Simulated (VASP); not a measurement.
A VASP calculation is set up with these files.

INCAR:
```
LCHARG=F
ISIF=2   # forces and stress, cell fixed
PREC=Accurate
LREAL=F
ENCUT=300   # plane-wave cut-off (eV)
ISMEAR=0
LWAVE=F
EDIFF=1E-6   # SCF stop (eV)
SIGMA=0.1   # width (eV)
SYSTEM=GaCuSe2
LMAXMIX=4   # l cut-off of mixed one-centre charges
LASPH=T   # aspherical one-centre terms
ALGO=Normal
NELM=100
```

**POSCAR**
```
GaCuSe2
1
   -2.8223800000     2.8223800000     5.5968340000
    2.8223800000    -2.8223800000     5.5968340000
    2.8223800000     2.8223800000    -5.5968340000
Ga Cu Se
2 2 4
Direct
  0.2500000000   0.7500000000   0.5000000000
  0.5000000000   0.5000000000   0.0000000000
  0.7500000000   0.2500000000   0.5000000000
  0.0000000000   0.0000000000   0.0000000000
  0.1212200000   0.1250000000   0.4962200000
  0.8750000000   0.3712200000   0.9962200000
  0.6287800000   0.6250000000   0.5037800000
  0.3750000000   0.8787800000   0.0037800000
```

**KPOINTS**
```
Regular mesh
0
Gamma
 3 3 3
```

POTCAR, in this order: Ga_d Cu Se (LDA.64 set). Program: vasp_std.

Problem. Write an equivalent input for Quantum ESPRESSO's pw.x.

Solution. One equivalent input (not run):
```
&CONTROL
  calculation = 'scf'
  pseudo_dir = './pseudo'
  outdir = './out'
  tprnfor = .true.
  tstress = .true.
/
&SYSTEM
  ibrav = 0
  nat = 8
  ntyp = 3
  ecutwfc = 92
  occupations = 'smearing'
  smearing = 'gaussian'
  degauss = 0.00735
  input_dft = 'pz'
/
&ELECTRONS
  conv_thr = 7.3e-08
  electron_maxstep = 100
/
ATOMIC_SPECIES
  Ga 69.723 Ga.upf
  Cu 63.546 Cu.upf
  Se 78.971 Se.upf
CELL_PARAMETERS angstrom
    -2.8223800    2.8223800    5.5968340
     2.8223800   -2.8223800    5.5968340
     2.8223800    2.8223800   -5.5968340
ATOMIC_POSITIONS crystal
  Ga   0.2500000  0.7500000  0.5000000
  Ga   0.5000000  0.5000000  0.0000000
  Cu   0.7500000  0.2500000  0.5000000
  Cu   0.0000000  0.0000000  0.0000000
  Se   0.1212200  0.1250000  0.4962200
  Se   0.8750000  0.3712200  0.9962200
  Se   0.6287800  0.6250000  0.5037800
  Se   0.3750000  0.8787800  0.0037800
K_POINTS automatic
  3 3 3 0 0 0
```
What does not carry over: the potentials are each code's own (VASP's PAW set, PseudoDojo norm-conserving files in pw.x), so ENCUT and ecutwfc are chosen apart and not converted; conv_thr bounds pw.x's estimated SCF error, while EDIFF bounds the energy change between steps.

The structure comes from a computed database's GaCuSe2 entry; how it stands against other phases isn't given here. The cell was not relaxed at this level. The k-mesh is coarse (spacing up to 0.52 per Å, 2π included), so the numbers may not be converged in it. The run is one of a series of settings (GGA removed, POTCAR Ga_d Cu Se (LDA.64 set) against the base run), some of them coarse on purpose.
